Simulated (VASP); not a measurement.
Input:

```
CELL_PARAMETERS angstrom
      0.00000     3.18423     3.18423
      3.18423     0.00000     3.18423
      3.18423     3.18423     0.00000
ATOMIC_POSITIONS crystal
  Sn 0.00000 0.00000 0.00000
  Te 0.50000 0.50000 0.50000
```

Method: rev-vdW-DF2, VASP's PBE PAW potentials (set 64) (plane waves; VASP). Run with 520 eV cut-off, 7×7×7 Γ-centred mesh, Gaussian smearing of 0.050 eV, potentials Sn_d Te.

Problem. Predict the energy per atom (σ→0).

Solution. 
```json
{
 "energy per atom (σ→0)": "-1555 meV/atom"
}
```

Total energies compare only between runs with the same potentials, cut-off and functional.

The compound is SnTe in the rock salt structure, which distorts at low temperature. It was relaxed first. The start is the result of an earlier pass.
